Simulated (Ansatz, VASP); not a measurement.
**Si: VASP beside Ansatz**

Wanted: the spread between two codes on one cell, functional and k mesh.

Calculated with Ansatz 0.2.0; plane waves, with VASP 6.6.1 beside it; relaxation of cell and atoms at LDA.

**1. The starting structure**

It takes space group Fd-3m (No. 227, cubic). The conventional cell has a = 5.431 Å, b = 5.431 Å, c = 5.431 Å, α = 90.00°, β = 90.00°, γ = 90.00°. Nearest to Si lie 4 Si at 2.35 Å.

**2. Ansatz: relaxation of cell and atoms, LDA**

Ansatz runs on its default PAW (the set named soft_2) files.

The relaxed volume is the usual yardstick between codes: its relative difference is about their pressure difference at one cell divided by the bulk modulus.

The input, input.yaml:

```yaml
crystal:
  lattice:
    - [0.0, 2.7155, 2.7155]
    - [2.7155, 0.0, 2.7155]
    - [2.7155, 2.7155, 0.0]
  atoms:
    - { symbol: Si, position: [0.0, 0.0, 0.0] }
    - { symbol: Si, position: [0.25, 0.25, 0.25] }
hamiltonian:
  xc: lda
  pseudopotentials: { kind: paw }
kpoints:
  mp_grid: { grid: [10, 10, 10] }
scf:
  occupations: { method: gaussian, width: 0.02 }
relax:
  f_tol: 0.01
  max_steps: 60
  cell: { stress_tol: 0.05 }
output:
  forces: true
  stress: true
```

Started as:

```sh
ansatz run input.yaml --threads 4 --pin off --max-ram 9216MiB --backend cpu --events-out ev --progress --plain --runs-dir out
```

Numbers of over 12 decimals in the logs are rounded to 6 here.

The log of the run:

```text
Engine: ansatz 0.2.0, aarch64-unknown-linux-gnu
Pseudopotentials: kind: paw
Pseudopotential: Si, paw, valence charge 4, recommended cutoff 420 eV (normal), Si.paw.azcp
Functional definition: SPW92
  exchange = slater_x
  correlation = pw_c
Crystal: 2 atoms, lattice volume = 40.048 Å³
Basis set: ecut = 420 eV, 749 PW (Γ)
Bands: 8, of which v1, the nominal top of the filled ones, is band 4 counted from 1 (3 counted from 0)
Symmetry: 48 space group operations
Space group: Fd-3m (ITA 227), of the structure as read, at distance tolerance 3.4e-5 Å
k-points: 47 of 1000
Non-local potential: Si, projectors of the file, l = 0: 2, l = 1: 2, l = 2: 2
PAW form: soft (Blöchl's): semilocal exchange-correlation on the pseudo side does not see the compensation charge
PAW frozen core: Si, regenerated for the run's functional, and the local potential with it (the file was generated under x = pbe(κ = 0.804, μ = 0.219515), c = pbe(β = 0.066725))
PAW one-centre angular grid: Si, 110 points (default); XC on 64 Gauss nodes
Initial density: superposition of atomic densities (neutral atoms: chi_scale 0, normalization atom), corrected by the library's trained network
Initial wavefunctions: pseudopotential atomic-orbital guess
Functional: x = slater, c = lda
SCF iter   1: F=—  HF=-1217.293581 eV  |F-HF|=—  |Δ(HF+E_count)|=         —  Δρ=4.28e-3  dr2=4.35e-3  ethr=1.77e-3  ⟨swp⟩=6.2  Hψ=3420  notcnv=0
preconditioner: auto → none  [insulator: Δε(μ)=0.486 eV  Ē_g=9.407 eV  σ=0.020 eV  W_gap=1.00  n_scr=8 (ndim 8)  ℏωp=16.6 eV  f_vac=0.000  D(μ)=0.00/eV (n_scr^D=0)  ε∞_Penn≈4.1]
SCF iter   2: F=—  HF=-1217.293050 eV  |F-HF|=—  |Δ(HF+E_count)|=   5.31e-4  Δρ=1.98e-3  dr2=9.19e-4  ethr=5.43e-5  ⟨swp⟩=2.1  Hψ=868  notcnv=0
SCF iter   3: F=—  HF=-1217.292884 eV  |F-HF|=—  |Δ(HF+E_count)|=   1.65e-4  Δρ=8.34e-5  dr2=2.63e-6  ethr=1.15e-5  ⟨swp⟩=1.2  Hψ=397  notcnv=0
SCF iter   4: F=—  HF=-1217.292884 eV  |F-HF|=—  |Δ(HF+E_count)|=   1.43e-7  Δρ=2.94e-5  dr2=3.65e-7  ethr=3.28e-8  ⟨swp⟩=2.1  Hψ=564  notcnv=0
iter 5 did not close the SCF: its close was put off for the readings that it lacked (scf_convergence_deferred on its scf_iter line)
SCF iter   5: F=-1217.292884 eV  HF=-1217.292884 eV  |F-HF|=9.22e-9  |Δ(HF+E_count)|=   1.28e-7  Δρ=8.82e-6  dr2=2.25e-8  ethr=4.57e-9  ⟨swp⟩=2.0  Hψ=564  notcnv=0
SCF iter   6: F=-1217.292884 eV  HF=-1217.292884 eV  |F-HF|=2.73e-12  |Δ(HF+E_count)|=   6.25e-9  Δρ=1.62e-7  dr2=7.92e-12  ethr=2.81e-10  ⟨swp⟩=2.0  Hψ=1309  notcnv=0
SCF 1 converged in 6 iterations: F = -1217.292884 eV  dr2 = 7.92e-12
  greatest PAW one-centre occupation: 0.640 electrons in one spin orbital (limit 2), on the Si atom at site 1 (counted from 0), in its partial waves of l = 0
relax step   1: F+E_penalty+E_count = -1217.29288422 eV  Δ(F+E_penalty+E_count) = +0.000e0 eV  max|allowed force component| = 1.388e-17 eV/Å  Δτ_max = 0.0000 Å  P = -1.497 GPa  Ω = 40.048 Å³  (6 SCF iters, dr2 threshold 1.00e-7 eV, accepted)
[...]
relax step   2: F+E_penalty+E_count = -1217.29584891 eV  Δ(F+E_penalty+E_count) = -2.965e-3 eV  max|allowed force component| = 6.014e-17 eV/Å  Δτ_max = 0.0000 Å  P = -0.372 GPa  Ω = 39.565 Å³  energy of the carried Pulay correction = +1.324e-4 eV  (4 SCF iters, dr2 threshold 2.00e-7 eV, accepted)
[...]
relax step   3: F+E_penalty+E_count = -1217.29606977 eV  Δ(F+E_penalty+E_count) = -2.209e-4 eV  max|allowed force component| = 1.295e-16 eV/Å  Δτ_max = 0.0000 Å  P = +0.010 GPa  Ω = 39.409 Å³  energy of the carried Pulay correction = +1.757e-4 eV  (3 SCF iters, dr2 threshold 2.00e-7 eV, accepted)
[...]
relax step   4: F+E_penalty+E_count = -1217.29590790 eV  Δ(F+E_penalty+E_count) = +1.619e-4 eV  max|allowed force component| = 6.014e-17 eV/Å  Δτ_max = 0.0000 Å  P = +0.004 GPa  Ω = 39.409 Å³  stress off target by 3.70e-3 GPa  SCF on the basis re-selected at this cell (its energy is not comparable with the rows above)  (3 SCF iters)
basis re-selected at this cell: Δ(F+E_penalty+E_count) = +1.619e-4 eV, ΔP = -0.006 GPa vs the last step (what re-selecting the basis moved, of the pressure what is left beyond the Pulay correction that the steps carried, after the strain that the cell walked since its last selection, with what the two solves' SCF thresholds leave and, on support functions, any second-order correction that the steps lacked; it is no m [...]
SCF converged after 3 iterations
Free energy (F): -1217.295908 eV
Harris-Foulkes:  -1217.295908 eV  (|F-HF|=2.27e-13)
Internal energy: -1217.295908 eV  (E = F + TS)
E sigma→0 (E₀):  -1217.295908 eV
Fermi energy:    6.445757 eV
--- Per-component energies (eV) ---
  E_band       = 8.796452
  E_kinetic    = 81.471262
  E_local      = -55.917460  (includes V_loc(G=0)·N_el)
  E_nonlocal   = 54.267308
  E_hartree    = 14.688482
  E_xc         = -109.860443
  E_vxc        = -94.575078  (∫ρ·V_xc dr)
  E_paw        = -972.365509  (= ΣΔE_a)
  E_vpaw       = -5.826570  (= ΣTr[D̂ρ^β])
  E_aug_tail   = 0.000011  (compensation charges beyond the density's cutoff)
  E_ewald      = -229.748220
  E_core_change = 0.168661  (= ΣΔE_core)
  E_smearing   = -0.000000  (= −TS)
  E_closure    = 0.000000  (closes the sum)
  Σ components = -1217.295908   (vs F -1217.295908, Δ=0.00e0)
--- Forces (eV/Å), atoms counted from 1 ---
  atom   1  Si     0.00000000    -0.00000000    -0.00000000
  atom   2  Si     0.00000000     0.00000000     0.00000000
  max |Σ_I F_I| component: 4.63e-18 eV/Å
--- Stress (GPa, compression-positive) ---
        0.003699       0.000000      -0.000000
        0.000000       0.003699      -0.000000
        0.000000      -0.000000       0.003699
  P = ⅓ Tr σ = 0.0037 GPa (0.037 kbar)
--- Relaxed structure (3 steps of the walk, 3 accepted, 1 SCFs on fresh bases) ---
  F+E_penalty+E_count = -1217.29590790 eV   max|allowed force component| = 6.014e-17 eV/Å   (the final SCF, on the basis selected at the relaxed cell)
  cell:  # Å, volume = 39.4086 Å³
    - [0, 2.700974, 2.700974]
    - [2.700974, 0, 2.700974]
    - [2.700974, 2.700974, 0]
  atoms:
    - { symbol: Si, position: [0, 0, 0] }
    - { symbol: Si, position: [0.25, 0.25, 0.25] }
```

Wall time 1 s (4 threads of Arm Neoverse V2, shared host); peak memory 0.28 GiB.

**3. VASP: relaxation of cell and atoms, LDA**

The same cell, functional (in two slightly different forms), mesh and smearing now go to VASP, with its own data sets and cutoff.

Lines of VASP's logs that name or quote its potential files are left out, and so is its time.

The input, INCAR:

```
SYSTEM = Si
PREC = Accurate
ENCUT = 450
EDIFF = 1E-07
NELM = 120
ISMEAR = 0
SIGMA = 0.02
LREAL = .FALSE.
ALGO = Normal
GGA = CA
NBANDS = 10
LORBIT = 11
LWAVE = .FALSE.
LCHARG = .FALSE.
KPAR = 16
IBRION = 2
NSW = 40
ISIF = 3
EDIFFG = -0.005
POTIM = 0.4
```

The input, POSCAR:

```
Si
1.0
    0.0000000000      2.7155000000      2.7155000000
    2.7155000000      0.0000000000      2.7155000000
    2.7155000000      2.7155000000      0.0000000000
Si
2
Direct
    0.0000000000      0.0000000000      0.0000000000
    0.2500000000      0.2500000000      0.2500000000
```

The input, KPOINTS:

```
Automatic mesh
0
Gamma
10 10 10
0 0 0
```

PAW data sets: Si (LDA family, release 64).

Started as:

```sh
mpirun -np 16 vasp_std
```

The log of the run:

```text
[banner, memory and clock lines left out]
running   16 mpi-ranks, on    1 nodes
 distrk:  each k-point on    1 cores,   16 groups
 distr:  one band on    1 cores,    1 groups

 POSCAR found type information on POSCAR Si
 POSCAR found :  1 types and       2 ions
|                                                                             |
|           W    W    AA    RRRRR   N    N  II  N    N   GGGG   !!!           |
|           W    W   A  A   R    R  NN   N  II  NN   N  G    G  !!!           |
|           W    W  A    A  R    R  N N  N  II  N N  N  G       !!!           |
|           W WW W  AAAAAA  RRRRR   N  N N  II  N  N N  G  GGG   !            |
|           WW  WW  A    A  R   R   N   NN  II  N   NN  G    G                |
|           W    W  A    A  R    R  N    N  II  N    N   GGGG   !!!           |
|                                                                             |
|     For optimal performance we recommend to set                             |
|       NCORE = 2 up to number-of-cores-per-socket                            |
|     NCORE specifies how many cores store one orbital (NPAR=cpu/NCORE).      |
|     This setting can greatly improve the performance of VASP for DFT.       |
|     The default, NCORE=1 might be grossly inefficient on modern             |
|     multi-core architectures or massively parallel machines. Do your        |
|     Unfortunately you need to use the default for GW and RPA                |
|     calculations (for HF NCORE is supported but not extensively tested      |
|     yet).                                                                   |
|                                                                             |

 LDA part: xc-table for (Slater(with rela. corr.)+CA(PZ))
 , standard interpolation
 POSCAR, INCAR and KPOINTS ok, starting setup
 FFT: planning ... GRIDC
 FFT: planning ... GRID_SOFT
 FFT: planning ... GRID
 WAVECAR not read
 entering main loop
       N       E                     dE             d eps       ncg     rms          rms(c)
DAV:   1     0.418139267542E+01    0.41814E+01   -0.30641E+03   940   0.554E+02
DAV:   2    -0.117272845998E+02   -0.15909E+02   -0.15196E+02  1286   0.806E+01
DAV:   3    -0.121740355259E+02   -0.44675E+00   -0.44602E+00  1216   0.124E+01
DAV:   4    -0.121770403007E+02   -0.30048E-02   -0.30043E-02  1150   0.119E+00
DAV:   5    -0.121770664954E+02   -0.26195E-04   -0.26194E-04  1158   0.976E-02    0.500E+00
DAV:   6    -0.119979096345E+02    0.17916E+00   -0.10905E-01  1056   0.139E+00    0.299E+00
DAV:   7    -0.119161007623E+02    0.81809E-01   -0.19325E-01  1076   0.191E+00    0.228E-01
DAV:   8    -0.119162329555E+02   -0.13219E-03   -0.71585E-03  1056   0.503E-01    0.773E-02
DAV:   9    -0.119162091700E+02    0.23785E-04   -0.20575E-04  1174   0.829E-02    0.607E-02
DAV:  10    -0.119162144807E+02   -0.53107E-05   -0.13555E-05  1078   0.234E-02    0.284E-02
DAV:  11    -0.119162144240E+02    0.56649E-07   -0.66482E-07  1152   0.485E-03
   1 F= -.11916214E+02 E0= -.11916214E+02  d E =-.119162E+02
 curvature:   0.00 expect dE= 0.000E+00 dE for cont linesearch  0.000E+00
 trial: gam= 0.00000 g(F)=  0.215E-50 g(S)=  0.770E-02 ort = 0.000E+00 (trialstep = 0.100E+01)
 search vector abs. value=  0.770E-02
 bond charge predicted
       N       E                     dE             d eps       ncg     rms          rms(c)
DAV:   1    -0.119216410857E+02   -0.54266E-02   -0.96907E-02  1008   0.146E+00    0.285E-01
DAV:   2    -0.119196527616E+02    0.19883E-02   -0.23375E-03  1006   0.270E-01    0.188E-01
DAV:   3    -0.119187140922E+02    0.93867E-03   -0.20947E-03  1006   0.192E-01    0.430E-02
DAV:   4    -0.119187118844E+02    0.22078E-05   -0.32671E-05  1076   0.395E-02    0.382E-02
DAV:   5    -0.119187069020E+02    0.49824E-05   -0.16106E-06  1100   0.820E-03    0.367E-03
DAV:   6    -0.119187068833E+02    0.18758E-07   -0.98316E-08   660   0.194E-03
   2 F= -.11918707E+02 E0= -.11918707E+02  d E =-.249246E-02
 trial-energy change:   -0.002492  1 .order   -0.002441   -0.007699    0.002816
 step:   0.7378(harm=  0.7322)  dis= 0.00000  next Energy=   -11.919075 (dE=-0.286E-02)
 bond charge predicted
       N       E                     dE             d eps       ncg     rms          rms(c)
DAV:   1    -0.119192804962E+02   -0.57359E-03   -0.66205E-03  1000   0.381E-01    0.743E-02
DAV:   2    -0.119191439880E+02    0.13651E-03   -0.15869E-04  1008   0.708E-02    0.492E-02
DAV:   3    -0.119190794182E+02    0.64570E-04   -0.14398E-04  1024   0.504E-02    0.110E-02
DAV:   4    -0.119190792671E+02    0.15109E-06   -0.22376E-06  1068   0.103E-02    0.976E-03
DAV:   5    -0.119190789341E+02    0.33308E-06   -0.10462E-07   726   0.214E-03    0.107E-03
DAV:   6    -0.119190789330E+02    0.10284E-08   -0.11852E-08   502   0.749E-04
   3 F= -.11919079E+02 E0= -.11919079E+02  d E =-.286451E-02
 curvature:  -0.37 expect dE=-0.152E-08 dE for cont linesearch -0.152E-08
 trial: gam= 0.00000 g(F)=  0.721E-50 g(S)=  0.416E-08 ort =-0.566E-05 (trialstep = 0.948E+00)
 search vector abs. value=  0.426E-08
 reached required accuracy - stopping structural energy minimisation
```

From OUTCAR (step 3):

```text
ion  position               nearest neighbor table
   1  0.000  0.000  0.000-   2 2.35   2 2.35   2 2.35   2 2.35
   2  0.250  0.250  0.250-   1 2.35   1 2.35   1 2.35   1 2.35

  LATTYP: Found a face centered cubic cell.
 ALAT       =     5.4310000000

 Subroutine GETGRP returns: Found 48 space group operations
 (whereof 24 operations were pure point group operations)

The static configuration has the point symmetry T_d .
 The point group associated with its full space group is O_h .

 Found     47 irreducible k-points:

   k-points           NKPTS =     47   k-points in BZ     NKDIM =     47   number of bands    NBANDS=     10

   dimension x,y,z NGX =    28 NGY =   28 NGZ =   28
   dimension x,y,z NGXF=    56 NGYF=   56 NGZF=   56

   ENCUT  =  450.0 eV  33.07 Ry    5.75 a.u.   6.64  6.64  6.64*2*pi/ulx,y,z

   NELECT =       8.0000    total number of electrons

 k-points in reciprocal lattice and weights: Automatic mesh
   0.00000000  0.00000000  0.00000000       0.001
   0.10000000  0.00000000  0.00000000       0.008
   0.20000000  0.00000000  0.00000000       0.008
   0.30000000  0.00000000  0.00000000       0.008
   0.40000000  0.00000000  0.00000000       0.008
   0.50000000  0.00000000  0.00000000       0.004
   0.10000000  0.10000000  0.00000000       0.006
   0.20000000  0.10000000  0.00000000       0.024
   0.30000000  0.10000000  0.00000000       0.024
[...]
-0.30000000  0.40000000  0.20000000       0.024
  -0.30000000  0.50000000  0.20000000       0.012

 average (electrostatic) potential at core
       1 -84.7172       2 -84.7172

 E-fermi :   6.0354

 k-point     1 :       0.0000    0.0000    0.0000
  band No.  band energies     occupation
      1      -6.1347      2.00000
      2       5.9287      2.00000
      3       5.9287      2.00000
      4       5.9287      2.00000
      5       8.4593      0.00000
      6       8.4593      0.00000
      7       8.4593      0.00000
      8       9.3155      0.00000
      9      13.6645      0.00000
    ...

 k-point     2 :       0.1000    0.0000    0.0000
  band No.  band energies     occupation
      1      -6.0020      2.00000
      2       4.7699      2.00000
      3       5.7265      2.00000
      4       5.7265      2.00000
      5       8.4698      0.00000
      6       8.7560      0.00000
      7       8.7560      0.00000
      8      10.2294      0.00000
      9      13.2859      0.00000
    ...

 k-point     3 :       0.2000    0.0000    0.0000
  band No.  band energies     occupation
      1      -5.6100      2.00000
      2       2.8866      2.00000
      3       5.3412      2.00000
      4       5.3412      2.00000
      5       8.1064      0.00000
      6       9.2661      0.00000
      7       9.2661      0.00000
      8      11.9717      0.00000
      9      12.9526      0.00000
    ...

  Total        0.0002680      0.0002680      0.0002680     -0.0000000      0.0000000     -0.0000000
  in kB        0.0108913      0.0108913      0.0108913     -0.0000000      0.0000000     -0.0000000
  external PRESSURE =       0.0108913 kB  Pullay stress =       0.0000000 kB

  energy-cutoff  :      450.00
  volume of cell :       39.43
      direct lattice vectors                 reciprocal lattice vectors
     0.000000000  2.701400824  2.701400824    -0.185089157  0.185089157  0.185089157
     2.701400824  0.000000000  2.701400824     0.185089157 -0.185089157  0.185089157
     2.701400824  2.701400824  0.000000000     0.185089157  0.185089157 -0.185089157

 POSITION                                       TOTAL-FORCE (eV/Angst)
 -----------------------------------------------------------------------------------
      0.00000      0.00000      0.00000         0.000000     -0.000000     -0.000000
      1.35070      1.35070      1.35070        -0.000000      0.000000      0.000000
 -----------------------------------------------------------------------------------
    total drift:                                0.000000      0.000000     -0.000000

  FREE ENERGIE OF THE ION-ELECTRON SYSTEM (eV)
  ---------------------------------------------------
  free  energy   TOTEN  =       -11.9190789330 eV

  energy  without entropy=      -11.9190789330  energy(sigma->0) =      -11.91907893

 reached required accuracy - stopping structural energy minimisation

 total charge
# of ion       s       p       d       tot
------------------------------------------
    1        0.759   0.957   0.000   1.716
    2        0.759   0.957   0.000   1.716
--------------------------------------------------
tot          1.517   1.914   0.000   3.432

[... 3 further parts left out ...]
```

The run keeps the 48 symmetry operations of its start, so it cannot find a distortion of lower symmetry.

**4. Differences**

Known differences besides the potentials themselves: the two LDA forms differ slightly; both relaxations stop at a tolerance, which leaves soft axes loose, and VASP keeps its plane-wave basis; the cutoff is 420 eV in Ansatz and 450 eV in VASP; VASP's log shows a relativistic correction to its local exchange, Ansatz's none; Ansatz adds a Pulay correction to the stress that steers its cell, VASP none. Total energies have different zeros and are not compared.

Both answers:

| quantity | Ansatz | VASP | difference |
| --- | --- | --- | --- |
| volume (Å³) | 39.41 | 39.43 | -0.05 % |
| edge a after relaxation, in the typed setting (Å) | 3.820 | 3.820 | -0.02 % |

The walks stopped with 0.00 GPa left in Ansatz and 0.00 GPa in VASP; each walk ends within a tolerance, so the volume difference is uncertain by about these residues over the bulk modulus, most in soft cells.

**5. Outcome**

```json
{"difference in volume (relaxation of cell and atoms, LDA)": "-0.047 %"}
```

In words: The difference in volume is -0.047 % (relaxation of cell and atoms, LDA), within the 1.2 % picked in this series as the mark of a large difference, as far as the stopping tolerances let one tell. Such differences can come from data sets, numerical settings and the points named under the comparisons, not from the functional's error against experiment.

[Lines on the potential files, build, host, timing and source positions are cut from VASP's logs without a mark.]

[Logs are printed without paths, hosts, clocks, repeated set-up lines and the standing remarks that a program may print on its own settings, such as how far it seeks lower states.]

[Hosts, paths, dates, database ids (printed as entryN), source tags and the programs' standing remarks are cut or masked in the printed files.]
